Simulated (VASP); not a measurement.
Input:

```yaml
crystal:
  lattice:
    - [0.00000, 2.23380, 2.23380]
    - [2.23380, 0.00000, 2.23380]
    - [2.23380, 2.23380, 0.00000]
  atoms:
    - { symbol: Al, position: [0.00000, 0.00000, 0.00000] }
    - { symbol: N, position: [0.25000, 0.25000, 0.25000] }
```

Level of theory: PBE GGA, VASP's PBE PAW potentials (set 64) (plane waves; VASP). Run with EDIFF = 1E-4, 520 eV cut-off, 9×9×9 Γ-centred mesh, Gaussian smearing of 0.050 eV, potentials Al N.

Q: Give the stress tensor in GPa (positive for a compressed cell).

A: 
```
-8.03   0.00   0.00
 0.00  -8.03   0.00
 0.00   0.00  -8.03
```
The pressure is its mean diagonal, -8.03 GPa.

The compound is AlN in the zinc blende structure, a metastable form; wurtzite is the usual one. The cell was not relaxed at this level. The run is one of a series of settings (EDIFF = 1E-4 against the base run), some of them coarse on purpose.
